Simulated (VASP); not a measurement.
All values below come from PBEsol GGA, VASP's PBE PAW potentials (set 64) (plane waves; VASP).

The input files of a VASP run:

INCAR:
```
SYSTEM = VSi
PREC = Accurate
ENCUT = 400
EDIFF = 1E-7
NELM = 100
ALGO = Normal
LREAL = .FALSE.
LASPH = .TRUE.
ISMEAR = -5
GGA = PS
LMAXMIX = 4
LWAVE = .FALSE.
LCHARG = .TRUE.
LORBIT = 11
NEDOS = 601
ISIF = 2
```

KPOINTS:
```
Regular mesh
0
gamma
 17 17 11
```

File POSCAR:
```
VSi
1
    2.7610495867     0.0000000000     0.0000000000
   -1.3805247934     2.3911390540     0.0000000000
    0.0000000000    -0.0000000000     3.8800851468
V Si
1 1
Direct
  0.0000000000   0.0000000000   0.0000000000
  0.6666670000   0.3333330000   0.5000000000
```

POTCAR, in this order: V_sv Si (PBE.64 set). Program: vasp_std.

Output of the run:

OUTCAR:
```
 ion  position               nearest neighbor table
   1  0.000  0.000  0.000-   2 2.51   2 2.51   2 2.51   2 2.51   2 2.51   2 2.51
   2  0.667  0.333  0.500-   1 2.51   1 2.51   1 2.51   1 2.51   1 2.51   1 2.51
  LATTYP: Found a hexagonal cell.
 ALAT       =     2.7610495867
 C/A-ratio  =     1.4052935396
 Subroutine PRICEL returns:
 Original cell was already a primitive cell.
 Subroutine GETGRP returns: Found 12 space group operations
The static configuration has the point symmetry D_3h.
The dynamic configuration has the point symmetry D_3h.
 Subroutine INISYM returns: Found 12 space group operations
 Subroutine IBZKPT returns following result:
 Found    198 irreducible k-points:

 Following reciprocal coordinates:
            Coordinates               Weight
  0.000000  0.000000  0.000000      1.000000
  0.058824 -0.000000  0.000000      6.000000
  0.117647 -0.000000  0.000000      6.000000
  0.176471 -0.000000  0.000000      6.000000
  0.235294 -0.000000  0.000000      6.000000
  0.294118 -0.000000  0.000000      6.000000
  0.352941 -0.000000  0.000000      6.000000
  0.411765 -0.000000  0.000000      6.000000
  0.470588 -0.000000  0.000000      6.000000
  0.058824  0.058824  0.000000      6.000000
  0.117647  0.058824  0.000000     12.000000
  0.176471  0.058824  0.000000     12.000000
  0.235294  0.058824  0.000000     12.000000
  0.294118  0.058824  0.000000     12.000000
  0.352941  0.058824  0.000000     12.000000
  0.411765  0.058824  0.000000     12.000000
  0.470588  0.058824  0.000000      6.000000
  0.117647  0.117647  0.000000      6.000000
  0.176471  0.117647  0.000000     12.000000
  0.235294  0.117647  0.000000     12.000000
  0.294118  0.117647  0.000000     12.000000
  0.352941  0.117647  0.000000     12.000000
  0.411765  0.117647  0.000000     12.000000
  0.176471  0.176471  0.000000      6.000000
  0.235294  0.176471  0.000000     12.000000
  0.294118  0.176471  0.000000     12.000000
  0.352941  0.176471  0.000000     12.000000
  0.411765  0.176471  0.000000      6.000000
  0.235294  0.235294  0.000000      6.000000
  0.294118  0.235294  0.000000     12.000000
  0.352941  0.235294  0.000000     12.000000
  0.294118  0.294118  0.000000      6.000000
  0.352941  0.294118  0.000000      6.000000
  0.000000  0.000000  0.090909      2.000000
  0.058824 -0.000000  0.090909     12.000000
  0.117647 -0.000000  0.090909     12.000000
  0.176471 -0.000000  0.090909     12.000000
  0.235294 -0.000000  0.090909     12.000000
  0.294118 -0.000000  0.090909     12.000000
  0.352941 -0.000000  0.090909     12.000000
   k-points           NKPTS =    198   k-points in BZ     NKDIM =    198   number of bands    NBANDS=     12
   number of dos      NEDOS =    601   number of ions     NIONS =      2
   total plane-waves  NPLWV =   9072
   dimension x,y,z NGX =    18 NGY =   18 NGZ =   28
   dimension x,y,z NGXF=    36 NGYF=   36 NGZF=   56
   ions per type =               1   1
   PREC   = accura    normal or accurate (medium, high low for compatibility)
   ISTART =      0    job   : 0-new  1-cont  2-samecut
   ICHARG =      2    charge: 1-file 2-atom 10-const
   ISPIN  =      1    spin polarized calculation?
   LNONCOLLINEAR =      F non collinear calculations
   LSORBIT =      F    spin-orbit coupling
   INIWAV =      1    electr: 0-lowe 1-rand  2-diag
   ENCUT  =  400.0 eV  29.40 Ry    5.42 a.u.   4.50  4.50  6.33*2*pi/ulx,y,z
   NELM   =    100;   NELMIN=  2; NELMDL= -5     # of ELM steps
   EDIFF  = 0.1E-06   stopping-criterion for ELM
   LREAL  =      F    real-space projection
   NLSPLINE    = F    spline interpolate recip. space projectors
...
```

OSZICAR:
```
       N       E                     dE             d eps       ncg     rms          rms(c)
DAV:   1     0.947903446697E+02    0.94790E+02   -0.75690E+03  4788   0.117E+03
DAV:   2    -0.150421817421E+02   -0.10983E+03   -0.10690E+03  4808   0.346E+02
DAV:   3    -0.183079096727E+02   -0.32657E+01   -0.31688E+01  6052   0.581E+01
DAV:   4    -0.183502494213E+02   -0.42340E-01   -0.42367E-01  5160   0.672E+00
DAV:   5    -0.183508929987E+02   -0.64358E-03   -0.64507E-03  5936   0.808E-01    0.230E+01
DAV:   6    -0.169600356107E+02    0.13909E+01   -0.21438E+01  5596   0.531E+01    0.591E+00
DAV:   7    -0.162872129459E+02    0.67282E+00   -0.47754E+00  5464   0.252E+01    0.510E+00
DAV:   8    -0.162131101160E+02    0.74103E-01   -0.40442E-01  5260   0.718E+00    0.416E-01
DAV:   9    -0.162119385582E+02    0.11716E-02   -0.73381E-03  5460   0.111E+00    0.258E-01
DAV:  10    -0.162113522674E+02    0.58629E-03   -0.93576E-04  5656   0.475E-01    0.833E-02
DAV:  11    -0.162113485215E+02    0.37459E-05   -0.89476E-05  5772   0.110E-01    0.310E-02
DAV:  12    -0.162113517898E+02   -0.32683E-05   -0.11049E-05  5604   0.408E-02    0.418E-03
DAV:  13    -0.162113494536E+02    0.23362E-05   -0.44729E-07  5268   0.776E-03    0.175E-03
DAV:  14    -0.162113497203E+02   -0.26673E-06   -0.38720E-08  2712   0.199E-03    0.462E-04
DAV:  15    -0.162113498339E+02   -0.11365E-06   -0.32309E-09  2444   0.567E-04    0.151E-04
DAV:  16    -0.162113498396E+02   -0.56402E-08   -0.14304E-09  2412   0.471E-04
   1 F= -.16211350E+02 E0= -.16211350E+02  d E =0.000000E+00
```

File OUTCAR:
```
------------------------ aborting loop because EDIFF is reached ----------------------------------------
  FORCE on cell =-STRESS in cart. coord.  units (eV):
  Direction    XX          YY          ZZ          XY          YZ          ZX
  --------------------------------------------------------------------------------------
  Total        0.0345828      0.0345828     -0.0816566     -0.0000000     -0.0000000      0.0000000
  in kB        2.1629678      2.1629678     -5.1071829     -0.0000000     -0.0000000      0.0000000
  external PRESSURE =      -0.2604158 kB  Pullay stress =       0.0000000 kB
  volume of cell :       25.62
      direct lattice vectors                 reciprocal lattice vectors
     2.761049587  0.000000000  0.000000000     0.362181109  0.209105363  0.000000000
    -1.380524793  2.391139054  0.000000000     0.000000000  0.418210726  0.000000000
     0.000000000  0.000000000  3.880085147     0.000000000  0.000000000  0.257726303
 POSITION                                       TOTAL-FORCE (eV/Angst)
 -----------------------------------------------------------------------------------
      0.00000      0.00000      0.00000         0.000000      0.000000      0.000000
      1.38053      0.79705      1.94004         0.000000      0.000000      0.000000
 -----------------------------------------------------------------------------------
    total drift:                               -0.000020      0.000012     -0.000000
  FREE ENERGIE OF THE ION-ELECTRON SYSTEM (eV)
  ---------------------------------------------------
  free  energy   TOTEN  =       -16.2113498396 eV

  energy  without entropy=      -16.2113498396  energy(sigma->0) =      -16.21134984

 total charge

# of ion       s       p       d       tot
------------------------------------------
    1        2.278   6.254   3.175  11.707
    2        0.776   0.886   0.000   1.663
--------------------------------------------------
tot          3.054   7.140   3.175  13.370
```
(Selected blocks of OUTCAR.)

OUTCAR:
```
 val. band max:       11.0068085763   @ k =   0.0588  -0.0000   0.1818

 cond. band min:      10.9755666076   @ k =   0.1765   0.1765   0.4545


 Fermi energy:        11.0092546805

 k-point     1 :       0.0000    0.0000    0.0000
  band No.  band energies     occupation
      1     -52.8193      2.00000
      2     -26.9443      2.00000
      3     -26.4566      2.00000
      4     -26.4566      2.00000
      5      -1.6211      2.00000
      6       7.8237      2.00000
      7       8.3641      2.00000
      8      11.0736     -0.15265
      9      11.0736      0.00000
     10      12.4435      0.00000
     11      12.4435      0.00000
     12      16.1655      0.00000

 k-point     2 :       0.0588   -0.0000    0.0000
  band No.  band energies     occupation
      1     -52.8164      2.00000
      2     -26.9412      2.00000
      3     -26.4749      2.00000
      4     -26.4606      2.00000
      5      -1.5300      2.00000
      6       7.9052      2.00000
      7       8.3323      2.00000
      8      10.9740      1.92295
      9      11.1423      0.00000
     10      12.4165      0.00000
     11      12.5220      0.00000
     12      16.1655      0.00000

 k-point     3 :       0.1176   -0.0000    0.0000
  band No.  band energies     occupation
      1     -52.8080      2.00000
      2     -26.9326      2.00000
      3     -26.5269      2.00000
      4     -26.4725      2.00000
      5      -1.2584      2.00000
      6       8.1317      2.00000
      7       8.2471      2.00000
      8      10.6955      2.00000
      9      11.3439      0.00000
     10      12.3399      0.00000
     11      12.7455      0.00000
     12      16.1376      0.00000

 k-point     4 :       0.1765   -0.0000    0.0000
  band No.  band energies     occupation
      1     -52.7954      2.00000
      2     -26.9195      2.00000
      3     -26.6054      2.00000
      4     -26.4902      2.00000
      5      -0.8107      2.00000
      6       8.1321      2.00000
...
```

For a metal the tetrahedron method with Blöchl corrections gives inexact stress and forces.

The structure was generated: VSi was put into the WC type (P-6m2), which need not be its known phase. It was relaxed first, which changed the volume by -15 %. The run is not spin-polarised, so no magnetic state was tried. The electron count is odd and the run is not spin-polarised, which forces a metal.
